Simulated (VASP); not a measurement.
ScAl3:

```xyz
4
Lattice="4.0878 0.0000 0.0000 0.0000 4.0878 0.0000 0.0000 0.0000 4.0878" Properties=species:S:1:pos:R:3 pbc="T T T"
Sc    0.0000    0.0000    0.0000
Al    2.0439    0.0000    2.0439
Al    0.0000    2.0439    2.0439
Al    2.0439    2.0439    0.0000
```

The cell is a database's computed one.

| Property | Result |
| --- | --- |
| Program | VASP 6.6.1 |
| Task | relaxation of cell and atoms |
| Functional | PBE |
| Dispersion | D3(BJ) |
| Potentials or basis | VASP PAW PBE potentials, release 64 (Sc_sv, Al) |
| Cutoff | 600 eV |
| k mesh | 10 × 10 × 10 |
| Occupations | gaussian, width 0.1 eV |
| Spin | no spin polarisation |

At the start: pressure -2.5 GPa; volume 17.08 Å³/atom.

How do energy, volume and symmetry change on relaxing?

Over 3 steps the energy falls by 3.8 meV/atom and the volume is 16.60 Å³/atom (-2.8 %); space group Pm-3m (No. 221, to 0.05 Å).

The path:
```tsv
step	energy change (eV)	largest force (eV/Å)	pressure (GPa)	volume (Å³)
1	0.0000	0.0000	-2.50	68.31
2	-0.0132	0.0000	1.06	65.70
3	-0.0154	0.0000	0.00	66.40
```

Final structure:
```
CELL_PARAMETERS angstrom
4.04938 0.00000 0.00000
0.00000 4.04938 0.00000
0.00000 0.00000 4.04938
ATOMIC_POSITIONS crystal
Sc 0.00000 0.00000 0.00000
Al 0.50000 0.00000 0.50000
Al 0.00000 0.50000 0.50000
Al 0.50000 0.50000 0.00000
```

Caveat: pairwise dispersion overbinds metals, which lowers pressure and volume.
